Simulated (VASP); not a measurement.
Method: rev-vdW-DF2, VASP's PBE PAW potentials (set 64) (plane waves; VASP 6.6.1).

The input files of a VASP run:

### INCAR
```
! general
SYSTEM    =  Li
PREC      =  Accurate
ENCUT     =  520   ! plane-wave cut-off (eV)
LREAL     =  F   ! projection in real space or not
LASPH     =  T

! electronic loop
EDIFF     =  1E-7   ! SCF stop (eV)
NELM      =  100   ! most electronic steps
ALGO      =  Normal   ! blocked Davidson

! smearing
ISMEAR    =  -5

! functional
GGA       =  MK
LUSE_VDW  =  T
AGGAC     =  0.0
PARAM1    =  0.1234568
PARAM2    =  0.7114
ZAB_VDW   =  -1.8867

! ions
ISIF      =  2   ! forces and stress, cell fixed

! output
LWAVE     =  F
LCHARG    =  T
LORBIT    =  11   ! lm-projected
NEDOS     =  601   ! DOS grid
```

### POSCAR
```
Li
1.7136240
 -0.9999999362   0.9999999362   0.9999999362
  0.9999999362  -0.9999999362   0.9999999362
  0.9999999362   0.9999999362  -0.9999999362
Li
1
Cart
  0.0000000000   0.0000000000   0.0000000000
```

File KPOINTS:
```
Automatic mesh
0
Gamma
17 17 17
0 0 0
```

POTCAR, in this order: Li_sv (PBE.64 set). Program: vasp_std.

Output

**OSZICAR**
```
       N       E                     dE             d eps       ncg     rms          rms(c)
DAV:   1     0.136009264426E+01    0.13601E+01   -0.69783E+02  1685   0.416E+02
DAV:   2    -0.103862277064E+01   -0.23987E+01   -0.23220E+01  2350   0.602E+01
DAV:   3    -0.115494935259E+01   -0.11633E+00   -0.11615E+00  2080   0.899E+00
DAV:   4    -0.115705674598E+01   -0.21074E-02   -0.21038E-02  2170   0.128E+00
DAV:   5    -0.115707660652E+01   -0.19861E-04   -0.19816E-04  2120   0.116E-01    0.231E-01
DAV:   6    -0.115702072817E+01    0.55878E-04   -0.42365E-04  2035   0.186E-01    0.134E-01
DAV:   7    -0.115720634624E+01   -0.18562E-03   -0.10974E-03  1925   0.321E-01    0.218E-02
DAV:   8    -0.115726354550E+01   -0.57199E-04   -0.42463E-04  2285   0.177E-01    0.191E-02
DAV:   9    -0.115725720019E+01    0.63453E-05   -0.56362E-06  1965   0.232E-02    0.187E-03
DAV:  10    -0.115725666847E+01    0.53172E-06   -0.14810E-06  1795   0.144E-02    0.319E-03
DAV:  11    -0.115725882448E+01   -0.21560E-05   -0.27754E-07  1780   0.640E-03    0.674E-04
DAV:  12    -0.115725875145E+01    0.73032E-07   -0.40171E-08   950   0.288E-03
   1 F= -.11572588E+01 E0= -.11572588E+01  d E =0.000000E+00
```

**OUTCAR**
```
------------------------ aborting loop because EDIFF is reached ----------------------------------------
  FORCE on cell =-STRESS in cart. coord.  units (eV):
  Direction    XX          YY          ZZ          XY          YZ          ZX
  --------------------------------------------------------------------------------------
  Total       -0.0022022     -0.0022022     -0.0022022     -0.0000000      0.0000000     -0.0000000
  in kB       -0.1752910     -0.1752910     -0.1752910     -0.0000000      0.0000000     -0.0000000
  external PRESSURE =      -0.1752910 kB  Pullay stress =       0.0000000 kB
  volume of cell :       20.13
      direct lattice vectors                 reciprocal lattice vectors
    -1.713623891  1.713623891  1.713623891     0.000000000  0.291779312  0.291779312
     1.713623891 -1.713623891  1.713623891     0.291779312  0.000000000  0.291779312
     1.713623891  1.713623891 -1.713623891     0.291779312  0.291779312  0.000000000
 POSITION                                       TOTAL-FORCE (eV/Angst)
 -----------------------------------------------------------------------------------
      0.00000      0.00000      0.00000        -0.000000      0.000000      0.000000
 -----------------------------------------------------------------------------------
    total drift:                               -0.000000     -0.000000      0.000000
  FREE ENERGIE OF THE ION-ELECTRON SYSTEM (eV)
  ---------------------------------------------------
  free  energy   TOTEN  =        -1.1572587515 eV

  energy  without entropy=       -1.1572587515  energy(sigma->0) =       -1.15725875

 total charge

# of ion       s       p       d       tot
------------------------------------------
    1        2.034   0.047   0.000   2.081
```
(Selected blocks of OUTCAR.)

For a metal the tetrahedron method with Blöchl corrections gives inexact stress and forces.

The compound is Li in the bcc structure. It was relaxed first, which changed the volume by -5 %.
